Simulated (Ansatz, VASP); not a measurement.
## Hf4CSNO2F (Hf2COF MXene under Hf2NOS MXene, AA') in two plane-wave programs

Wanted: the spread between two codes on one cell, functional and k mesh. The cell is taken from a series of runs on this material, whose earlier steps may have relaxed, scaled, displaced or heated it; both programs get it as it stands.

Calculated with Ansatz 0.2.0; plane waves, with VASP 6.6.1 beside it; single point at LDA.

### 1. Set-up

The cell holds 10 atoms: 1 F, 4 Hf, 1 C, 2 O, 1 S and 1 N. Cell: a = 3.223 Å, b = 3.223 Å, c = 30.688 Å, α = 90.0°, β = 90.0°, γ = 120.0°. Vacuum lies along c.

Coordinates:

```cif
data_structure
_symmetry_space_group_name_H-M 'P 1'
_symmetry_Int_Tables_number 1
_cell_length_a 3.2234
_cell_length_b 3.2234
_cell_length_c 30.6879
_cell_angle_alpha 90.000
_cell_angle_beta 90.000
_cell_angle_gamma 120.000
_cell_volume 276.14
loop_
_atom_site_label
_atom_site_type_symbol
_atom_site_fract_x
_atom_site_fract_y
_atom_site_fract_z
_atom_site_occupancy
F1 F 0.33333 0.66667 0.29328 1
Hf2 Hf 0.66667 0.33333 0.33491 1
Hf3 Hf 0.33333 0.66667 0.41884 1
Hf4 Hf 0.66667 0.33333 0.59151 1
Hf5 Hf 0.00000 0.00000 0.67602 1
C6 C 0.00000 0.00000 0.37355 1
O7 O 0.66667 0.33333 0.44928 1
O8 O 0.66667 0.33333 0.70672 1
S9 S 0.00000 0.00000 0.53966 1
N10 N 0.33333 0.66667 0.63476 1
```

### 2. VASP: single point, LDA

A single point gives forces, pressure and levels at one fixed geometry, so differences don't come from the geometry; what else differs is listed under the comparison.

Lines of VASP's logs that name or quote its potential files are left out, and so is its time.

The input, INCAR:

```
SYSTEM = Hf4CSNO2F
PREC = Accurate
ENCUT = 520
EDIFF = 1E-06
NELM = 120
ISMEAR = -1
SIGMA = 0.05
LREAL = .FALSE.
ALGO = Normal
GGA = PW92
NBANDS = 47
LASPH = .TRUE.
LORBIT = 11
LWAVE = .FALSE.
LCHARG = .FALSE.
ISIF = 2
LDIPOL = .TRUE.
IDIPOL = 3
DIPOL = 0.5 0.5 0.501
LVHAR = .TRUE.
GGA_COMPAT = .FALSE.
NELMDL = -8
KPAR = 2
```

The input, POSCAR:

```
Hf4CSNO2F
1.0
    3.2234171652      0.0000000000      0.0000000000
   -1.6117085826      2.7915611520      0.0000000000
    0.0000000000      0.0000000000     30.6878961854
F Hf C O S N
1 4 1 2 1 1
Direct
    0.3333333333      0.6666666667      0.2932752361
    0.6666666667      0.3333333333      0.3349131758
    0.3333333333      0.6666666667      0.4188432326
    0.6666666667      0.3333333333      0.5915118465
    0.0000000000      0.0000000000      0.6760221777
    0.0000000000      0.0000000000      0.3735450736
    0.6666666667      0.3333333333      0.4492793372
    0.6666666667      0.3333333333      0.7067247639
    0.0000000000      0.0000000000      0.5396611424
    0.3333333333      0.6666666667      0.6347562290
```

The input, KPOINTS:

```
Automatic mesh
0
Gamma
18 18 1
0 0 0
```

Potentials, in the order of the species: F, Hf_pv, C, O, S and N (LDA family, release 64).

Run with:

```
mpirun -np 2 vasp_std
```

Numbers of over 12 decimals in the logs are rounded to 6 here.

What it wrote:

```text
[banner, memory and clock lines left out]
running    2 mpi-ranks, on    1 nodes
 distrk:  each k-point on    1 cores,    2 groups
 distr:  one band on    1 cores,    1 groups

 POSCAR found type information on POSCAR F HfC O S N
 POSCAR found :  6 types and      10 ions
|                                                                             |
|               ----> ADVICE to this user running VASP <----                  |
|                                                                             |
|     You enforced a specific xc type in the INCAR file but a different       |
|     [... a line on the potential file left out ...]
|     I HOPE YOU KNOW WHAT YOU ARE DOING!                                     |
|                                                                             |

 LDA part: xc-table for (Slater(with rela. corr.)+PW92), standard interpolation
 POSCAR, INCAR and KPOINTS ok, starting setup
 FFT: planning ... GRIDC
 FFT: planning ... GRID_SOFT
 FFT: planning ... GRID
 WAVECAR not read
 entering main loop
       N       E                     dE             d eps       ncg     rms          rms(c)
DAV:   1     0.510710862215E+03    0.51071E+03   -0.39760E+04  4078   0.140E+03
DAV:   2    -0.682033293005E+02   -0.57891E+03   -0.56627E+03  4307   0.362E+02
DAV:   3    -0.115934771835E+03   -0.47731E+02   -0.47020E+02  4156   0.909E+01
DAV:   4    -0.117441846053E+03   -0.15071E+01   -0.14989E+01  4516   0.168E+01
DAV:   5    -0.117481661074E+03   -0.39815E-01   -0.39788E-01  4318   0.263E+00
DAV:   6    -0.117483471926E+03   -0.18109E-02   -0.18104E-02  4588   0.554E-01
DAV:   7    -0.117483543308E+03   -0.71382E-04   -0.71374E-04  4319   0.105E-01
DAV:   8    -0.117483547451E+03   -0.41429E-05   -0.41424E-05  4444   0.244E-02    0.114E+02
DAV:   9    -0.103541040635E+03    0.13943E+02   -0.73286E+01  3883   0.348E+01    0.859E+01
DAV:  10    -0.107913774400E+03   -0.43727E+01   -0.42210E+01  4676   0.234E+01    0.111E+01
DAV:  11    -0.357910734455E+03   -0.25000E+03   -0.22370E+03  6012   0.600E+01    0.248E+02
DAV:  12    -0.241102620696E+03    0.11681E+03   -0.27637E+02  4243   0.483E+01    0.102E+02
DAV:  13    -0.858254317507E+02    0.15528E+03   -0.56463E+02  5044   0.278E+01    0.411E+01
DAV:  14    -0.104957362697E+03   -0.19132E+02   -0.17804E+02  4359   0.266E+01    0.942E+00
[...]
DAV:  71    -0.102982588054E+03    0.10384E-04   -0.42102E-06  3956   0.805E-03    0.246E-01
DAV:  72    -0.102982581886E+03    0.61679E-05   -0.35652E-06  3276   0.548E-03    0.247E-01
DAV:  73    -0.102982566473E+03    0.15413E-04   -0.10001E-05  4037   0.116E-02    0.247E-01
DAV:  74    -0.102982646687E+03   -0.80214E-04   -0.12573E-04  3954   0.430E-02    0.240E-01
DAV:  75    -0.102982650218E+03   -0.35307E-05   -0.40930E-06  4031   0.797E-03    0.244E-01
DAV:  76    -0.102982663978E+03   -0.13760E-04   -0.29768E-06  3788   0.695E-03    0.255E-01
DAV:  77    -0.102982667848E+03   -0.38706E-05   -0.26860E-07  2514   0.224E-03    0.257E-01
DAV:  78    -0.102982667101E+03    0.74752E-06   -0.42474E-08  2404   0.859E-04
   1 F= -.10298267E+03 E0= -.10297090E+03  d E =-.235300E-01
```

Parts of OUTCAR (step 2):

```text
ion  position               nearest neighbor table
   1  0.333  0.667  0.293-   2 2.26   2 2.26   2 2.26
   2  0.667  0.333  0.335-   6 2.21   6 2.21   6 2.21   1 2.26   1 2.26   1 2.26   3 3.18   3 3.18
                             3 3.18
   3  0.333  0.667  0.419-   7 2.08   7 2.08   7 2.08   6 2.32   6 2.32   6 2.32   2 3.18   2 3.18
                             2 3.18
   4  0.667  0.333  0.592-  10 2.29  10 2.29  10 2.29   9 2.45   9 2.45   9 2.45   5 3.19   5 3.19
                             5 3.19
   5  0.000  0.000  0.676-   8 2.09   8 2.09   8 2.09  10 2.25  10 2.25  10 2.25   4 3.19   4 3.19
                             4 3.19
   6  0.000  0.000  0.374-   2 2.21   2 2.21   2 2.21   3 2.32   3 2.32   3 2.32
   7  0.667  0.333  0.449-   3 2.08   3 2.08   3 2.08
   8  0.667  0.333  0.707-   5 2.09   5 2.09   5 2.09
   9  0.000  0.000  0.540-   4 2.45   4 2.45   4 2.45
  10  0.333  0.667  0.635-   5 2.25   5 2.25   5 2.25   4 2.29   4 2.29   4 2.29

  LATTYP: Found a hexagonal cell.
 ALAT       =     3.2234171652
 C/A-ratio  =     9.5202993012

 Subroutine GETGRP returns: Found  6 space group operations
 (whereof  6 operations were pure point group operations)

The static configuration has the point symmetry C_3v.

 Found     37 irreducible k-points:

   k-points           NKPTS =     37   k-points in BZ     NKDIM =     37   number of bands    NBANDS=     47

   dimension x,y,z NGX =    24 NGY =   24 NGZ =  240
   dimension x,y,z NGXF=    48 NGYF=   48 NGZF=  480

   ENCUT  =  520.0 eV  38.22 Ry    6.18 a.u.   5.99  5.99 57.06*2*pi/ulx,y,z

   NELECT =      74.0000    total number of electrons

 k-points in reciprocal lattice and weights: Automatic mesh
   0.00000000  0.00000000  0.00000000       0.003
   0.05555556  0.00000000  0.00000000       0.019
   0.11111111  0.00000000  0.00000000       0.019
   0.16666667 -0.00000000  0.00000000       0.019
   0.22222222  0.00000000  0.00000000       0.019
   0.27777778  0.00000000  0.00000000       0.019
   0.33333333  0.00000000  0.00000000       0.019
   0.38888889 -0.00000000  0.00000000       0.019
   0.44444444  0.00000000  0.00000000       0.019
[...]
0.33333333  0.27777778  0.00000000       0.037
   0.33333333  0.33333333  0.00000000       0.006

 dipolmoment           0.000000      0.000000      0.073911 electrons x Angstroem

 average (electrostatic) potential at core
       1 -81.7549       2 -42.6307       3 -42.1404       4 -41.7812       5 -42.8789
       6 -57.7856       7 -76.2104       8 -76.7643       9 -90.8166      10 -68.6290

 E-fermi :   0.6997

 k-point     1 :       0.0000    0.0000    0.0000
  band No.  band energies     occupation
    ...
     32      -1.9341      2.00000
     33      -1.6715      2.00000
     34      -1.6715      2.00000
     35      -0.1589      2.00000
     36      -0.1589      2.00000
     37       1.3922      0.00000
     38       1.4663      0.00000
     39       1.4663      0.00000
     40       1.5764      0.00000
     41       1.5764      0.00000
    ...

 k-point     2 :       0.0556    0.0000    0.0000
  band No.  band energies     occupation
    ...
     32      -1.9132      2.00000
     33      -1.8205      2.00000
     34      -1.7056      2.00000
     35      -0.3930      2.00000
     36      -0.2488      2.00000
     37       1.2828      0.00002
     38       1.3370      0.00001
     39       1.6101      0.00000
     40       1.6330      0.00000
     41       1.6392      0.00000
    ...

 k-point     3 :       0.1111    0.0000    0.0000
  band No.  band energies     occupation
    ...
     32      -2.1899      2.00000
     33      -1.9911      2.00000
     34      -1.7947      2.00000
     35      -0.8187      2.00000
     36      -0.4303      2.00000
     37       1.0133      0.00377
     38       1.0814      0.00097
     39       1.8044      0.00000
     40       1.9185      0.00000
     41       1.9355      0.00000
    ...

  Total       -0.9419410     -0.9419410     -0.8356737      0.0000000      0.0000000      0.0000000
  in kB       -5.4651677     -5.4651677     -4.8486021      0.0000000      0.0000000      0.0000000
  external PRESSURE =      -5.2596458 kB  Pullay stress =       0.0000000 kB

  energy-cutoff  :      520.00
  volume of cell :      276.14
      direct lattice vectors                 reciprocal lattice vectors
     3.223417165  0.000000000  0.000000000     0.310229781  0.179111247  0.000000000
    -1.611708583  2.791561152  0.000000000     0.000000000  0.358222495  0.000000000
     0.000000000  0.000000000 30.687896185     0.000000000  0.000000000  0.032586137

 POSITION                                       TOTAL-FORCE (eV/Angst)
 -----------------------------------------------------------------------------------
     -0.00000      1.86104      9.00000         0.000000     -0.000000      0.139738
      1.61171      0.93052     10.27778        -0.000000      0.000000     -0.098264
     -0.00000      1.86104     12.85342        -0.000000      0.000000      0.086354
      1.61171      0.93052     18.15225         0.000000      0.000000     -0.002894
      0.00000      0.00000     20.74570        -0.000000      0.000000      0.077980
      0.00000      0.00000     11.46331        -0.000000     -0.000000      0.013819
      1.61171      0.93052     13.78744        -0.000000      0.000000     -0.145660
      1.61171      0.93052     21.68790         0.000000      0.000000     -0.169468
      0.00000      0.00000     16.56107         0.000000      0.000000      0.055494
     -0.00000      1.86104     19.47933        -0.000000      0.000000      0.042901
 -----------------------------------------------------------------------------------
    total drift:                               -0.000000      0.000000      0.005544

  FREE ENERGIE OF THE ION-ELECTRON SYSTEM (eV)
  ---------------------------------------------------
  free  energy   TOTEN  =      -102.9826671009 eV

  energy  without entropy=     -102.9591371224  energy(sigma->0) =     -102.97090211

 vacuum level on the upper side and lower side of the slab         5.549         4.079

 total charge
# of ion       s       p       d       tot
------------------------------------------
    1        1.729   4.339   0.000   6.068
    2        0.320   6.529   1.776   8.625
    3        0.319   6.674   1.672   8.664
    4        0.323   6.619   1.797   8.739
    5        0.316   6.651   1.662   8.630
    6        0.862   1.589   0.000   2.451
    7        1.558   3.479   0.000   5.037
    8        1.555   3.492   0.000   5.047
    9        1.355   2.423   0.000   3.777
   10        1.228   2.474   0.000   3.701
--------------------------------------------------
tot          9.564  44.269   6.907  60.740

[... 3 further parts left out ...]
```

(Part 1 of 2 ends here.)

[Lines on the potential files, build, host, timing and source positions are cut from VASP's logs without a mark.]

[Logs are printed without paths, hosts, clocks, repeated set-up lines and the standing remarks that a program may print on its own settings, such as how far it seeks lower states.]

[Hosts, paths, dates, database ids (printed as entryN), source tags and the programs' standing remarks are cut or masked in the printed files.]
